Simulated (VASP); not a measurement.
# SiC (P6_3mc) in VASP: further runs, part 2 of 2

VASP 6.6.1. Earlier steps stand in the parts before.

**3. Band structure, HSE06**

POSCAR

```
SiC                                     
1.0
    3.0930981129     -0.0000000003      0.0000000000
   -1.5465491070      2.6787016187      0.0000000000
    0.0000000000      0.0000000000     10.1260778681
  Si              C             
     4     4
Direct
     0.6666666699999979    0.3333333300000021    0.9378466831673222
     0.3333333300000021    0.6666666699999979    0.4378466831673222
     0.0000000000000000    0.0000000000000000    0.6878972390009039
     0.0000000000000000    0.0000000000000000    0.1878972390009039
     0.6666666699999979    0.3333333300000021    0.7498073541952124
     0.3333333300000021    0.6666666699999979    0.2498073541952124
     0.0000000000000000    0.0000000000000000    0.5004477236365616
     0.0000000000000000    0.0000000000000000    0.0004477236365616
```

INCAR.step1

```
PREC = Accurate
ENCUT = 450
EDIFF = 1E-5
ISMEAR = 0
SIGMA = 0.02
LREAL = False
LASPH = True
NELM = 120
ALGO = Normal
ISIF = 2
LWAVE = True
LCHARG = False
KPAR = 4
GGA = PE
```

INCAR.step2

```
PREC = Accurate
ENCUT = 450
EDIFF = 1E-6
ISMEAR = 0
SIGMA = 0.02
LREAL = False
LASPH = True
NELM = 120
ALGO = Normal
ISIF = 2
LWAVE = False
LCHARG = False
GGA = PE
LHFCALC = True
HFSCREEN = 0.2
PRECFOCK = Fast
KPAR = 4
ISTART = 1
```

KPOINTS

```
Automatic mesh
0
Gamma
  8 8 4
```

KPOINTS_OPT

```
path GMKGALHA,LM,KH
10
line-mode
reciprocal
 0.0000000000  0.0000000000  0.0000000000  G
 0.5000000000  0.0000000000  0.0000000000  M

 0.5000000000  0.0000000000  0.0000000000  M
 0.3333333333  0.3333333333  0.0000000000  K

 0.3333333333  0.3333333333  0.0000000000  K
 0.0000000000  0.0000000000  0.0000000000  G

 0.0000000000  0.0000000000  0.0000000000  G
 0.0000000000  0.0000000000  0.5000000000  A

 0.0000000000  0.0000000000  0.5000000000  A
 0.5000000000  0.0000000000  0.5000000000  L

 0.5000000000  0.0000000000  0.5000000000  L
 0.3333333333  0.3333333333  0.5000000000  H

 0.3333333333  0.3333333333  0.5000000000  H
 0.0000000000  0.0000000000  0.5000000000  A

 0.5000000000  0.0000000000  0.5000000000  L
 0.5000000000  0.0000000000  0.0000000000  M

 0.3333333333  0.3333333333  0.0000000000  K
 0.3333333333  0.3333333333  0.5000000000  H
```

Potentials or basis: VASP PAW PBE potentials, release 64 (Si, C).

Command:

```bash
$ cat potpaw_PBE.64/Si/POTCAR potpaw_PBE.64/C/POTCAR > POTCAR
$ cp INCAR.step1 INCAR
$ mpirun -np 4 vasp_std > vasp.out
$ cp INCAR.step2 INCAR
$ mpirun -np 4 vasp_std > vasp.out
```

Wall time 61 min (4 MPI ranks of Intel Xeon 6975P-C (Granite Rapids), shared host); peak memory 0.42 GiB.

Results (log left out):

- Free energy: -69.8394 eV
- Largest force: 0.009 eV/Å
- Band gap on the k mesh: 3.16 eV, indirect (least direct gap 4.39 eV)
- Band gap along the path: 3.16 eV, indirect (least direct gap 4.39 eV)

Forces in eV/Å, atoms in the order of the input:
```
Si   0.000  0.000  0.005
Si   0.000  0.000  0.005
Si   0.000  0.000  0.008
Si   0.000  0.000  0.008
C    0.000  0.000 -0.009
C    0.000  0.000 -0.009
C    0.000  0.000 -0.005
C    0.000  0.000 -0.005
```

Levels at the corners of the path, in eV from the valence-band top:
| point | band 12 | band 13 | band 14 | band 15 | band 16 | band 17 | band 18 | band 19 | band 20 | band 21 |
| --- | --- | --- | --- | --- | --- | --- | --- | --- | --- | --- |
| Γ | -0.64 | -0.64 | -0.05 | 0.00 | 0.00 | 6.16 | 6.77 | 7.43 | 7.44 | 8.17 |
| M | -2.60 | -2.58 | -2.42 | -1.71 | -1.24 | 3.16 | 3.29 | 5.25 | 5.78 | 6.37 |
| M | -2.60 | -2.58 | -2.42 | -1.71 | -1.24 | 3.16 | 3.29 | 5.25 | 5.78 | 6.37 |
| K | -4.73 | -4.30 | -3.07 | -3.07 | -1.83 | 4.99 | 4.99 | 6.27 | 6.72 | 6.72 |
| K | -4.73 | -4.30 | -3.07 | -3.07 | -1.83 | 4.99 | 4.99 | 6.27 | 6.72 | 6.72 |
| Γ | -0.64 | -0.64 | -0.05 | 0.00 | 0.00 | 6.16 | 6.77 | 7.43 | 7.46 | 8.18 |
| Γ | -0.64 | -0.64 | -0.05 | 0.00 | 0.00 | 6.16 | 6.77 | 7.43 | 7.44 | 8.16 |
| A | -1.15 | -0.23 | -0.23 | -0.23 | -0.23 | 6.38 | 6.38 | 7.92 | 7.95 | 8.26 |
| A | -1.15 | -0.23 | -0.23 | -0.23 | -0.23 | 6.38 | 6.38 | 7.91 | 7.94 | 8.26 |
| L | -3.29 | -2.67 | -2.67 | -1.70 | -1.70 | 3.58 | 3.58 | 5.24 | 5.24 | 7.22 |
| L | -3.29 | -2.67 | -2.67 | -1.70 | -1.70 | 3.58 | 3.58 | 5.24 | 5.24 | 7.22 |
| H | -5.41 | -2.98 | -2.98 | -2.65 | -2.65 | 4.23 | 4.23 | 7.86 | 7.87 | 7.94 |
| H | -5.41 | -2.98 | -2.98 | -2.65 | -2.65 | 4.23 | 4.23 | 7.86 | 7.87 | 7.94 |
| A | -1.15 | -0.23 | -0.23 | -0.23 | -0.23 | 6.38 | 6.38 | 7.92 | 8.01 | 8.25 |
| L | -3.29 | -2.67 | -2.67 | -1.70 | -1.70 | 3.58 | 3.58 | 5.24 | 5.24 | 7.22 |
| M | -2.60 | -2.58 | -2.42 | -1.71 | -1.24 | 3.16 | 3.29 | 5.25 | 5.78 | 6.37 |
| K | -4.73 | -4.30 | -3.07 | -3.07 | -1.83 | 4.99 | 4.99 | 6.27 | 6.72 | 6.72 |
| H | -5.41 | -2.98 | -2.98 | -2.65 | -2.65 | 4.23 | 4.23 | 7.86 | 7.88 | 7.94 |

Caveat: the PAW data sets were made with another functional, which shifts forces and pressure a little.

**4. Band structure, PBE**

POSCAR is that of step 3.

INCAR.step1

```
PREC = Accurate
ENCUT = 300
EDIFF = 1E-6
ISMEAR = 0
SIGMA = 0.02
LREAL = False
LASPH = True
NELM = 120
ALGO = Fast
ISIF = 2
LWAVE = False
LCHARG = True
GGA = PE
KPAR = 4
```

KPOINTS.step1

```
Automatic mesh
0
Gamma
  12 12 4
```

INCAR.step2

```
PREC = Accurate
ENCUT = 300
EDIFF = 1E-6
ISMEAR = 0
SIGMA = 0.05
LREAL = False
LASPH = True
NELM = 120
ALGO = Fast
ISIF = 2
LWAVE = False
LCHARG = False
GGA = PE
KPAR = 4
ICHARG = 11
```

KPOINTS.step2

```
path GMKGALHA,LM,KH
15
line-mode
reciprocal
 0.0000000000  0.0000000000  0.0000000000  G
 0.5000000000  0.0000000000  0.0000000000  M

 0.5000000000  0.0000000000  0.0000000000  M
 0.3333333333  0.3333333333  0.0000000000  K

 0.3333333333  0.3333333333  0.0000000000  K
 0.0000000000  0.0000000000  0.0000000000  G

 0.0000000000  0.0000000000  0.0000000000  G
 0.0000000000  0.0000000000  0.5000000000  A

 0.0000000000  0.0000000000  0.5000000000  A
 0.5000000000  0.0000000000  0.5000000000  L

 0.5000000000  0.0000000000  0.5000000000  L
 0.3333333333  0.3333333333  0.5000000000  H

 0.3333333333  0.3333333333  0.5000000000  H
 0.0000000000  0.0000000000  0.5000000000  A

 0.5000000000  0.0000000000  0.5000000000  L
 0.5000000000  0.0000000000  0.0000000000  M

 0.3333333333  0.3333333333  0.0000000000  K
 0.3333333333  0.3333333333  0.5000000000  H
```

Command:

```bash
$ cat potpaw_PBE.64/Si/POTCAR potpaw_PBE.64/C/POTCAR > POTCAR
$ cp INCAR.step1 INCAR
$ cp KPOINTS.step1 KPOINTS
$ mpirun -np 4 vasp_std > vasp.out
$ cp INCAR.step2 INCAR
$ cp KPOINTS.step2 KPOINTS
$ mpirun -np 4 vasp_std > vasp.out
```

Wall time 24 s (4 MPI ranks of Intel Xeon 6975P-C (Granite Rapids), shared host); peak memory 0.18 GiB.

The run converged, but a check on its numbers failed (symmetry, net force, bounds or a known fault of this set-up), so they aren't taken as properties of the crystal.

Caveat: the cutoff lies under the usual one of these potentials, so the numbers hold a large basis-set error; the log is that of the step along the path at fixed density, whose energy, stress, charges and moments have no meaning.

**5. Band structure, PBE**

POSCAR is that of step 4.

Edit INCAR.step1 of step 4 so:

```diff
@@ -1,3 +1,3 @@
 PREC = Accurate
-ENCUT = 300
+ENCUT = 600
 EDIFF = 1E-6
```

KPOINTS.step1 is that of step 4.

Edit INCAR.step2 of step 4 so:

```diff
@@ -1,3 +1,3 @@
 PREC = Accurate
-ENCUT = 300
+ENCUT = 600
 EDIFF = 1E-6
```

KPOINTS.step2 is that of step 4.

Command:

```bash
$ cat potpaw_PBE.64/Si/POTCAR potpaw_PBE.64/C/POTCAR > POTCAR
$ cp INCAR.step1 INCAR
$ cp KPOINTS.step1 KPOINTS
$ mpirun -np 4 vasp_std > vasp.out
$ cp INCAR.step2 INCAR
$ cp KPOINTS.step2 KPOINTS
$ mpirun -np 4 vasp_std > vasp.out
```

Wall time 79 s (4 MPI ranks of Intel Xeon 6975P-C (Granite Rapids), shared host); peak memory 0.37 GiB.

The run converged. Its results:

```yaml
Band_gap_on_the_k_mesh: 2.22 eV, indirect (least direct gap 3.34 eV)
Band_gap_along_the_path: 2.22 eV, indirect (least direct gap 3.34 eV)
```

Levels at the corners of the path, in eV from the valence-band top:
```csv
point,band 14,band 15,band 16,band 17,band 18,band 19
Γ,-0.05,0.00,0.00,4.97,5.55,6.13
M,-2.20,-1.56,-1.12,2.22,2.34,4.18
M,-2.20,-1.56,-1.12,2.22,2.34,4.18
K,-2.84,-2.84,-1.66,3.97,3.97,5.11
K,-2.84,-2.84,-1.66,3.97,3.97,5.11
Γ,-0.05,0.00,0.00,4.97,5.55,6.13
Γ,-0.05,0.00,0.00,4.97,5.55,6.13
A,-0.21,-0.21,-0.21,5.18,5.18,6.63
A,-0.21,-0.21,-0.21,5.18,5.18,6.63
L,-2.48,-1.54,-1.54,2.63,2.63,4.18
L,-2.48,-1.54,-1.54,2.63,2.63,4.18
H,-2.73,-2.43,-2.43,3.24,3.24,6.60
H,-2.73,-2.43,-2.43,3.24,3.24,6.60
A,-0.21,-0.21,-0.21,5.18,5.18,6.63
L,-2.48,-1.54,-1.54,2.63,2.63,4.18
M,-2.20,-1.56,-1.12,2.22,2.34,4.18
K,-2.84,-2.84,-1.66,3.97,3.97,5.11
H,-2.73,-2.43,-2.43,3.24,3.24,6.60
```

Caveat: the log is that of the step along the path at fixed density, whose energy, stress, charges and moments have no meaning.

**6. The runs side by side**

```csv
level,k mesh,cutoff (eV),further INCAR settings,grid for exact exchange (PRECFOCK),screening parameter,gap on the mesh (eV)
r2SCAN,12 × 12 × 4,450,ALGO = Normal; EDIFF = 1e-06,-,-,2.60
HSE06,8 × 8 × 4,450,ALGO = Normal; EDIFF = 1e-06,Fast,0.2 1/A,3.16
PBE,12 × 12 × 4,600,ALGO = Fast; EDIFF = 1e-06,-,-,2.22
```

Alike in all rows: task band structure; potentials or basis VASP PAW PBE potentials, release 64 (Si, C); no spin polarisation; cell as given; smearing gaussian 0.02 eV.

On the cell as given the gap runs from 2.22 eV (PBE) to 3.16 eV (HSE06); the meshes differ, which moves gaps too.

Caveats: the PAW data sets were made with another functional, which shifts forces and pressure a little (some runs).

Total energies depend on the potentials used, so only differences within one code and one set of settings carry meaning.
